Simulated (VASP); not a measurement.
OSZICAR of a VASP run on PtS2 (1T layered):

**OSZICAR**
```
       N       E                     dE             d eps       ncg     rms          rms(c)
DAV:   1     0.112047969281E+03    0.11205E+03   -0.10471E+04  1090   0.125E+03
DAV:   2    -0.115246287081E+02   -0.12357E+03   -0.12103E+03  1302   0.247E+02
DAV:   3    -0.161528713500E+02   -0.46282E+01   -0.45629E+01  1373   0.512E+01
DAV:   4    -0.161973778281E+02   -0.44506E-01   -0.44498E-01  1253   0.550E+00
DAV:   5    -0.161980044055E+02   -0.62658E-03   -0.62655E-03  1421   0.630E-01    0.209E+01
DAV:   6    -0.152230469744E+02    0.97496E+00   -0.76130E+00  1071   0.274E+01    0.140E+01
DAV:   7    -0.150251742604E+02    0.19787E+00   -0.13307E+00  1078   0.125E+01    0.645E+00
DAV:   8    -0.150021790842E+02    0.22995E-01   -0.64953E-02  1246   0.220E+00    0.144E+00
DAV:   9    -0.149985746802E+02    0.36044E-02   -0.11423E-02  1253   0.114E+00    0.192E-01
DAV:  10    -0.149987113534E+02   -0.13667E-03   -0.13197E-03  1302   0.283E-01    0.869E-02
DAV:  11    -0.149987281497E+02   -0.16796E-04   -0.43802E-05  1344   0.525E-02    0.425E-02
DAV:  12    -0.149987322383E+02   -0.40887E-05   -0.64439E-06  1253   0.237E-02    0.131E-02
DAV:  13    -0.149987338196E+02   -0.15813E-05   -0.20827E-06  1169   0.122E-02    0.424E-03
DAV:  14    -0.149987339484E+02   -0.12879E-06   -0.11923E-07  1008   0.245E-03    0.252E-03
DAV:  15    -0.149987339823E+02   -0.33897E-07   -0.75000E-08   791   0.214E-03
   1 F= -.10687196E+02 E0= -.10686988E+02  d E =-.106872E+02
```

Q: Which electronic solver shows in the log?

A: It is blocked Davidson (ALGO = Normal, or the opening steps of other solvers). The INCAR had ALGO = Normal.

Q: Can the final energy be trusted as converged?

A: The run converged. It stopped with EDIFF = 1E-7, NELM = 100, NSW = 40 and EDIFFG = -0.01 after 1 ionic step (PBE GGA, plane waves, VASP's PBE PAW potentials (set 64)). Without a dispersion term in the relaxation, distances and binding between the weakly bound layers, chains or molecules are unreliable, and so is what depends on them.

The compound is PtS2 in the 1T layered structure. It was relaxed first under an external pressure of 15 GPa. The k-mesh is coarse (spacing up to 0.37 per Å, 2π included), so the numbers may not be converged in it.
